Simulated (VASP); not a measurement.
Input for VASP

INCAR:
```
SYSTEM = PbS
PREC = Accurate
ENCUT = 480
EDIFF = 1E-7
NELM = 100
ALGO = Normal
LREAL = .FALSE.
LASPH = .TRUE.
ISMEAR = 0
SIGMA = 0.05
GGA = PE
LMAXMIX = 4
LWAVE = .FALSE.
LCHARG = .FALSE.
ISIF = 3
IBRION = 2
NSW = 40
EDIFFG = -0.01
PSTRESS = 10
```

File KPOINTS:
```
Automatic mesh
0
gamma
 8 8 8
```

### POSCAR
```
PbS
1.0
  0.0000000000   2.9850799208   2.9850799208
  2.9850799208   0.0000000000   2.9850799208
  2.9850799208   2.9850799208   0.0000000000
Pb S
1 1
Cartesian
  0.0000000000   0.0000000000   0.0000000000
  2.9850799208   2.9850799208   2.9850799208
```

POTCAR, in this order: Pb_d S (PBE.64 set). Program: vasp_std.

**Question.** Translate this PBE calculation to Quantum ESPRESSO's pw.x.

**Answer.** One equivalent input (not run):
```
&CONTROL
  calculation = 'vc-relax'
  pseudo_dir = './pseudo'
  outdir = './out'
  tprnfor = .true.
  tstress = .true.
  nstep = 40
  forc_conv_thr = 0.00039
/
&SYSTEM
  ibrav = 0
  nat = 2
  ntyp = 2
  ecutwfc = 62.5
  occupations = 'smearing'
  smearing = 'gaussian'
  degauss = 0.003675
  input_dft = 'pbe'
/
&ELECTRONS
  conv_thr = 7.3e-09
  electron_maxstep = 100
/
&IONS
/
&CELL
  press = 10
/
ATOMIC_SPECIES
  Pb 207.200 Pb.upf
  S 32.060 S.upf
CELL_PARAMETERS angstrom
     0.0000000    2.9850799    2.9850799
     2.9850799    0.0000000    2.9850799
     2.9850799    2.9850799   -0.0000000
ATOMIC_POSITIONS crystal
  Pb   0.0000000  0.0000000  0.0000000
  S    0.5000000  0.5000000  0.5000000
K_POINTS automatic
  8 8 8 0 0 0
```
The two are equivalent in intent, not identical: the potentials are each code's own (VASP's PAW set, PseudoDojo norm-conserving files in pw.x), so ENCUT and ecutwfc are chosen apart and not converted; conv_thr bounds pw.x's estimated SCF error, while EDIFF bounds the energy change between steps; forc_conv_thr acts on force components and is met together with etot_conv_thr.

The compound is PbS in the rock salt structure. It was relaxed first under an external pressure of 1 GPa.
